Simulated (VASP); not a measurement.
# AgW3: W into a neighbouring W vacancy, part 4 of 4

Wanted: the minimum-energy path in AgW3 for this move: W into a neighbouring W vacancy. The cell takes the structure of Hf3Au from the Materials Project database, with elements swapped. The cell is invented: it takes the structure of a Materials Project entry for Hf3Au (space group 221 there), with all of its atoms replaced by other elements, volume scaled by an estimate. It may not be a known or stable phase.

VASP 6.6.1, plane waves and PAW; the level of theory is named at each step.

So far. Step 3 (Relax the start): The run ended after 11 ionic steps, 0.317 eV below its first step, once the forces on the free atoms met EDIFFG = -0.04. Step 4 (Relax the end): The run ended after 13 ionic steps, 0.268 eV below its first step, once the forces on the free atoms met EDIFFG = -0.04.

### 5. Nudged elastic band

Level of this step: PBE; plane waves and PAW (W, Ag) (VASP).

Images on a straight line between the ends relax across the path, while springs keep them spaced along it.

Input file INCAR:

```
SYSTEM = Ag4W11
PREC = Normal
ENCUT = 280
EDIFF = 1E-05
NELM = 120
ISMEAR = 1
SIGMA = 0.15
LREAL = Auto
ALGO = Fast
GGA = PE
NBANDS = 70
LWAVE = .FALSE.
LCHARG = .FALSE.
IMAGES = 3
SPRING = -5
IBRION = 3
POTIM = 0.15
NSW = 60
EDIFFG = -0.05
ISYM = 0
ISIF = 0
SMASS = 1
```

Input file POSCAR:

```
Ag4W11
1.0
   -4.0013708054      4.0013708054      4.0013708054
    4.0013708054     -4.0013708054      4.0013708054
    4.0013708054      4.0013708054     -4.0013708054
W Ag
11 4
Direct
    0.4996934255      0.7500158539      0.2490606261
    0.4999246738      0.2499765236      0.7490445220
    0.9995155264      0.7495650085      0.7489213344
    0.2525820042      0.9905643686      0.2432251968
    0.7467808176      0.5094151148      0.2548654727
    0.7462713427      0.9906625822      0.7370968171
    0.2535525150      0.5093596839      0.7614995899
    0.2532619599      0.2447721760      0.9905308721
    0.7461261356      0.7380001987      0.9905265789
    0.7466036117      0.2550905330      0.5080831879
    0.2533864716      0.7620880805      0.5080488146
    0.4681867006      0.4836288599      0.4834282241
    0.0005624412      0.0159072732      0.4843764090
    0.9995240647      0.4839962458      0.0146500685
    0.5313584620      0.0164503519      0.0152562872
```

Input file KPOINTS:

```
Automatic mesh
0
Gamma
3 3 3
0 0 0
```

Input file 00/POSCAR:

```
Ag4W11
1.0
   -4.0013708054      4.0013708054      4.0013708054
    4.0013708054     -4.0013708054      4.0013708054
    4.0013708054      4.0013708054     -4.0013708054
W Ag
11 4
Direct
    0.4996934255      0.7500158539      0.2490606261
    0.4999246738      0.2499765236      0.7490445220
    0.9995155264      0.7495650085      0.7489213344
    0.2525820042      0.9905643686      0.2432251968
    0.7467808176      0.5094151148      0.2548654727
    0.7462713427      0.9906625822      0.7370968171
    0.2535525150      0.5093596839      0.7614995899
    0.2532619599      0.2447721760      0.9905308721
    0.7461261356      0.7380001987      0.9905265789
    0.7466036117      0.2550905330      0.5080831879
    0.2533864716      0.7620880805      0.5080488146
    0.4681867006      0.4836288599      0.4834282241
    0.0005624412      0.0159072732      0.4843764090
    0.9995240647      0.4839962458      0.0146500685
    0.5313584620      0.0164503519      0.0152562872
```

Input file 01/POSCAR:

```
Ag4W11
1.0
   -4.0013708054      4.0013708054      4.0013708054
    4.0013708054     -4.0013708054      4.0013708054
    4.0013708054      4.0013708054     -4.0013708054
W Ag
11 4
Direct
    0.5018511831      0.7491005328      0.2508384960
    0.5020475422      0.2506434111      0.7524596221
    0.9971793516      0.7485868839      0.7461916982
    0.1869948251      1.0560889012      0.2436893090
    0.7473756500      0.5068835856      0.2537449020
    0.7471299670      0.9928820087      0.7405249118
    0.2525267813      0.5068203419      0.7587469635
    0.2509773808      0.2468824146      0.9908935303
    0.7439351098      0.7400804028      0.9908115831
    0.7503144650      0.2544331561      0.5082668194
    0.2537958738      0.7580741133      0.5082870118
    0.4720650210      0.4797382772      0.4837867849
    0.0041829460      0.0117253992      0.4845312092
    1.0033152833      0.4955287632      0.0149190579
    0.5192749037      0.0121001576      0.0153107313
```

Input file 02/POSCAR:

```
Ag4W11
1.0
   -4.0013708054      4.0013708054      4.0013708054
    4.0013708054     -4.0013708054      4.0013708054
    4.0013708054      4.0013708054     -4.0013708054
W Ag
11 4
Direct
    0.5040089408      0.7481852116      0.2526163660
    0.5041704106      0.2513102986      0.7558747221
    0.9948431768      0.7476087592      0.7434620620
    0.1214076461      1.1216134338      0.2441534213
    0.7479704824      0.5043520565      0.2526243312
    0.7479885914      0.9951014352      0.7439530066
    0.2515010476      0.5042809999      0.7559943371
    0.2486928017      0.2489926532      0.9912561886
    0.7417440840      0.7421606068      0.9910965872
    0.7540253183      0.2537757792      0.5084504509
    0.2542052761      0.7540601461      0.5085252090
    0.4759433414      0.4758476944      0.4841453458
    0.0078034508      0.0075435252      0.4846860093
    1.0071065020      0.5070612805      0.0151880474
    0.5071913454      0.0077499633      0.0153651754
```

Input file 03/POSCAR:

```
Ag4W11
1.0
   -4.0013708054      4.0013708054      4.0013708054
    4.0013708054     -4.0013708054      4.0013708054
    4.0013708054      4.0013708054     -4.0013708054
W Ag
11 4
Direct
    0.5061666984      0.7472698904      0.2543942359
    0.5062932789      0.2519771861      0.7592898222
    0.9925070019      0.7466306346      0.7407324257
    0.0558204670      1.1871379665      0.2446175336
    0.7485653147      0.5018205274      0.2515037604
    0.7488472157      0.9973208618      0.7473811014
    0.2504753140      0.5017416579      0.7532417107
    0.2464082226      0.2511028917      0.9916188468
    0.7395530583      0.7442408108      0.9913815914
    0.7577361716      0.2531184023      0.5086340824
    0.2546146783      0.7500461789      0.5087634061
    0.4798216619      0.4719571117      0.4845039066
    0.0114239555      0.0033616512      0.4848408094
    1.0108977206      0.5185937978      0.0154570368
    0.4951077872      0.0033997690      0.0154196194
```

Input file 04/POSCAR:

```
Ag4W11
1.0
   -4.0013708054      4.0013708054      4.0013708054
    4.0013708054     -4.0013708054      4.0013708054
    4.0013708054      4.0013708054     -4.0013708054
W Ag
11 4
Direct
    0.5083244560      0.7463545693      0.2561721058
    0.5084161473      0.2526440736      0.7627049222
    0.9901708271      0.7456525100      0.7380027895
   -0.0097667120      1.2526624991      0.2450816458
    0.7491601471      0.4992889982      0.2503831897
    0.7497058401      0.9995402883      0.7508091961
    0.2494495803      0.4992023159      0.7504890843
    0.2441236435      0.2532131303      0.9919815050
    0.7373620325      0.7463210149      0.9916665956
    0.7614470249      0.2524610254      0.5088177139
    0.2550240806      0.7460322117      0.5090016033
    0.4836999823      0.4680665290      0.4848624674
    0.0150444603     -0.0008202228      0.4849956096
    1.0146889392      0.5301263152      0.0157260262
    0.4830242289     -0.0009504253      0.0154740635
```

PAW data sets: W and Ag (PBE family, release 64).

Run with:

```bash
$ mpirun -np 3 vasp_std
```

Log:

```text
[banner, memory and clock lines left out]
running    3 mpi-ranks, on    1 nodes
 each image running on    1 cores
[...]
01/POSCAR found :  2 types and      15 ions
 LDA part: xc-table for (Slater+PW92), standard interpolation
[...]
00/POSCAR found :  2 types and      15 ions
[...]
04/POSCAR found :  2 types and      15 ions
 POSCAR, INCAR and KPOINTS ok, starting setup
[...]
entering main loop
       N       E                     dE             d eps       ncg     rms          rms(c)
DAV:   1     0.312372544385E+03    0.31237E+03   -0.35249E+04  1960   0.875E+02
DAV:   2    -0.116648507199E+03   -0.42902E+03   -0.40118E+03  2174   0.239E+02
DAV:   3    -0.151275329014E+03   -0.34627E+02   -0.32678E+02  2800   0.584E+01
DAV:   4    -0.152443060813E+03   -0.11677E+01   -0.11508E+01  2528   0.103E+01
[...]
RMM:  16    -0.141421216554E+03    0.49809E-04   -0.62917E-04  2104   0.623E-02    0.682E-02
RMM:  17    -0.141421235065E+03   -0.18512E-04   -0.21430E-04  2367   0.300E-02    0.527E-02
RMM:  18    -0.141421235290E+03   -0.22445E-06   -0.28055E-05  1293   0.146E-02
   1 F= -.14142124E+03 E0= -.14142176E+03  d E =-.141421E+03
[... from here on, the cycles between the ionic steps are left out ...]
   2 F= -.14178863E+03 E0= -.14178896E+03  d E =-.367397E+00
   6 F= -.14231069E+03 E0= -.14231085E+03  d E =-.613374E-01
  11 F= -.14246239E+03 E0= -.14246011E+03  d E =-.197438E-01
  16 F= -.14253822E+03 E0= -.14253619E+03  d E =-.134513E-01
  21 F= -.14259814E+03 E0= -.14259733E+03  d E =-.110903E-01
  26 F= -.14264771E+03 E0= -.14264776E+03  d E =-.891562E-02
  31 F= -.14268400E+03 E0= -.14268457E+03  d E =-.623273E-02
  36 F= -.14270864E+03 E0= -.14270959E+03  d E =-.416358E-02
  41 F= -.14272526E+03 E0= -.14272648E+03  d E =-.287049E-02
  46 F= -.14273730E+03 E0= -.14273866E+03  d E =-.219019E-02
  51 F= -.14274716E+03 E0= -.14274859E+03  d E =-.185219E-02
  56 F= -.14275587E+03 E0= -.14275733E+03  d E =-.168613E-02
  59 F= -.14276078E+03 E0= -.14276224E+03  d E =-.161131E-02
  60 F= -.14276237E+03 E0= -.14276383E+03  d E =-.159229E-02
damped:  g(F)=  0.164E-02 g(S)=  0.000E+00 dE (1.order)=-0.329E-02
```

The job ended after 41 min (3 MPI ranks of Intel Xeon Platinum 8488C (Sapphire Rapids), shared host; peak memory 0.59 GiB).

Parts of OUTCAR (step 5):

```text
  tangential force (eV/A)        -1.064302
  left and right image   1.118439  1.120878 A

  tangential force (eV/A)        -1.061358
  left and right image   1.122018  1.124401 A

 k-point     1 :       0.0000    0.0000    0.0000
  band No.  band energies     occupation
    ...
     48       5.8201      2.00000
     49       5.8393      2.00000
     50       6.4595      2.00000
     51       6.9047      2.01003
     52       7.1639      1.63172
     53       7.2832      0.39655
     54       7.3583     -0.01845
     55       7.4658     -0.04574
     56       7.6614     -0.00031
     57       7.7777     -0.00000
    ...

 POSITION                                       TOTAL-FORCE (eV/Angst)
 -----------------------------------------------------------------------------------
      2.38747     -0.11941      3.99493        -0.026053     -0.016429     -0.000001
      1.85026      3.89069     -0.00675         0.144092     -0.013294      0.002157
      2.11529      3.88828      3.99504         0.003727     -0.072469     -0.000816
      0.23849      1.47102     -0.00595        -0.500306      0.797127     -0.001275
      0.03498      1.88684      3.99463         0.113934     -0.147205      0.000083
      4.15735      2.10417      3.99536        -0.029469     -0.102765     -0.001618
      4.02367      1.86655     -0.00707         0.122910      0.085931      0.003976
      4.16592      3.87521     -1.76891         0.015257     -0.027823     -0.203198
      4.16576      3.87537      1.75537         0.016001     -0.029413      0.202157
      0.11980      3.91246      2.09260         0.045818     -0.085718     -0.008558
      4.12059     -0.08859      1.89590         0.048089     -0.088432      0.007602
      2.11379      1.88610      2.02609         0.037601     -0.127548     -0.138633
      2.11284      1.88556     -2.03863         0.041389     -0.123785      0.136857
      2.14819     -2.08743      2.01894        -0.017848     -0.024716     -0.082042
     -1.85415      1.91432      1.96974        -0.015143     -0.023461      0.083308
 -----------------------------------------------------------------------------------
    total drift:                                0.002209      0.028770     -0.003872

  FREE ENERGIE OF THE ION-ELECTRON SYSTEM (eV)
  ---------------------------------------------------
  free  energy   TOTEN  =      -142.7623723983 eV

  energy  without entropy=     -142.7667495049  energy(sigma->0) =     -142.76383143

  tangential force (eV/A)        -1.058662
  left and right image   1.125562  1.127890 A

[... 5 parts as in an earlier step ...]

[... 10 further parts left out ...]
[key lines of the parts left out:]
E-fermi :   7.2252
```

The band used up its steps before its forces met the threshold, so no barrier is taken from it.

### 6. What came out

| Quantity | Value |
| --- | --- |
| result | none |

What this shows: The session ends without its result: «nudged elastic band» used up its steps.

[Lines on the potential files, build, host, timing and source positions are cut from VASP's logs without a mark.]

[Logs are printed without paths, hosts, clocks, repeated set-up lines and the standing remarks that a program may print on its own settings, such as how far it seeks lower states.]

[Hosts, paths, dates, database ids (printed as entryN), source tags and the programs' standing remarks are cut or masked in the printed files.]

[Runs that stopped without an error message from VASP are left out.]
